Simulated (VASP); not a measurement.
## RhTe (relaxed from the CsCl type structure, space group Pm-3m): computed properties

These are PBE GGA, VASP's PBE PAW potentials (set 64) (plane waves; VASP) values and carry that method's errors.

- space group = Pm-3m (221)
- cell = a = 3.3476 Å, b = 3.3476 Å, c = 3.3476 Å, α = 90.00°, β = 90.00°, γ = 90.00°
- volume per atom = 18.76 Å³/atom
- band gap (over mesh and band path) = none (metal, semimetal or under 0.01 eV)
- density = 10.20 g/cm³

Space group Pm-3m (No. 221); a = b = c = 3.3476 Å, α = β = γ = 90.00°

```tsv
atom	site	symmetry	x	y	z
Rh	1a	m-3m	0.0000	0.0000	0.0000
Te	1b	m-3m	0.5000	0.5000	0.5000
```

Unless said otherwise, spin-orbit coupling is left out, though it shifts the bands of the heavy elements here.

The structure was generated: RhTe was put into the CsCl type type (Pm-3m), which need not be its known phase. It was relaxed first, which changed the volume by -22 %. Symmetry was kept, so distortions that lower it aren't found. The electron count is odd and the run is not spin-polarised, which forces a metal.
